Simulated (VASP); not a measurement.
Data:

```
GaP
1.0
    0.00000     2.72500     2.72500
    2.72500     0.00000     2.72500
    2.72500     2.72500     0.00000
Ga P
1 1
Direct
  0.00000   0.00000   0.00000
  0.25000   0.25000   0.25000
```

The numbers are results of PBE GGA, VASP's PBE PAW potentials (set 64) (plane waves; VASP 6.6.1), not measurements. Numerical set-up: 300 eV cut-off, 5×5×5 Γ-centred mesh, Fermi-Dirac smearing of 0.010 eV, potentials Ga_d P.

Task: Give the energies of bands 7 to 12 at the high-symmetry points, in eV from the valence-band maximum.

Result: 
| band | Γ | X | U | L | W |
|---|---|---|---|---|---|
| 7 | 0.00 | -6.76 | -6.56 | -6.64 | -6.56 |
| 8 | 0.00 | -2.69 | -3.94 | -1.12 | -3.58 |
| 9 | 0.00 | -2.69 | -2.26 | -1.12 | -3.43 |
| 10 | 1.82 | 1.65 | 2.18 | 1.67 | 4.71 |
| 11 | 3.88 | 1.82 | 4.80 | 4.71 | 4.87 |
| 12 | 3.88 | 10.60 | 8.25 | 4.71 | 6.10 |

The gap is indirect, 1.59 eV, from the valence maximum at Γ to the conduction minimum at Γ-X at 0.89.

The structure is a typed GaP crystal (F-43m). The cell was not relaxed at this level.
